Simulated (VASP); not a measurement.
Input for VASP

File POSCAR:
```
BeSe
1
    0.0000000000     2.5638094751     2.5638094751
    2.5638094751     0.0000000000     2.5638094751
    2.5638094751     2.5638094751     0.0000000000
Be Se
1 1
Direct
  0.0000000000   0.0000000000   0.0000000000
  0.2500000000   0.2500000000   0.2500000000
```

KPOINTS:
```
K-points
0
G
 9 9 9
```

### INCAR
```
# general
SYSTEM   =  BeSe
PREC     =  Accurate
ENCUT    =  520
LREAL    =  .FALSE.
LASPH    =  .TRUE.

# electronic loop
EDIFF    =  1E-7
NELM     =  100
ALGO     =  Normal
LMAXMIX  =  4

# smearing
ISMEAR   =  0
SIGMA    =  0.05

# functional
GGA      =  PE
IVDW     =  13

# ions
ISIF     =  2

# output
LWAVE    =  .FALSE.
LCHARG   =  .FALSE.
```

POTCAR, in this order: Be Se (PBE.64 set). Program: vasp_std.

Problem. Translate this PBE-D4 calculation to Ansatz.

Solution. One equivalent input (not run):
Ansatz 0.2 input:
```yaml
crystal:
  lattice:
    - [0.0000000, 2.5638095, 2.5638095]
    - [2.5638095, 0.0000000, 2.5638095]
    - [2.5638095, 2.5638095, 0.0000000]
  atoms:
    - { symbol: Be, position: [0.0000000, 0.0000000, 0.0000000] }
    - { symbol: Se, position: [0.2500000, 0.2500000, 0.2500000] }
kpoints:
  mp_grid: { grid: [9, 9, 9] }
hamiltonian:
  xc: pbe
  dispersion: d4
  pseudopotentials: { kind: paw }
scf:
  occupations: { method: gaussian, width: 0.05 }
  max_iter: 100
output: { forces: true, stress: true, eigenvalues: true }
```
Limits of the translation: each code has its own PAW files, so the cut-off isn't converted (ENCUT is set for VASP's; basis.ecutwfc is left out, and Ansatz then takes the one that its files recommend); Ansatz stops its SCF on the density residual and VASP on the energy change (EDIFF).

The compound is BeSe in the zinc blende structure. It was relaxed first.
